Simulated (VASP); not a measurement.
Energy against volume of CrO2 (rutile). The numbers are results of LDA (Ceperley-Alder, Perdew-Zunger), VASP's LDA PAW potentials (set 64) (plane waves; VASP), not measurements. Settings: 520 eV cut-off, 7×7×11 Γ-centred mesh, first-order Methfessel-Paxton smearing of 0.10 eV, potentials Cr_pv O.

The moments were started parallel, and other spin orders were not tried in this run.

Shape and ions are relaxed at each volume.

```csv
V (Å³/atom),E (eV/atom)
8.502,-9.24477
8.773,-9.27055
9.045,-9.27918
9.316,-9.27335
```

Question: Fit these four points and predict the energy of the run at 9.587 Å³/atom.

Answer: A cubic in V^(−2/3), the third-order Birch-Murnaghan form, passes through the four points with V0 = 9.06 Å³/atom and B0 = 281 GPa, and gives -9.2554 eV/atom there. The run gave -9.2555 eV/atom, -0.1 meV/atom from the fit; all five points give B0 = 280 GPa.

The compound is CrO2 in the rutile structure. It was relaxed first.
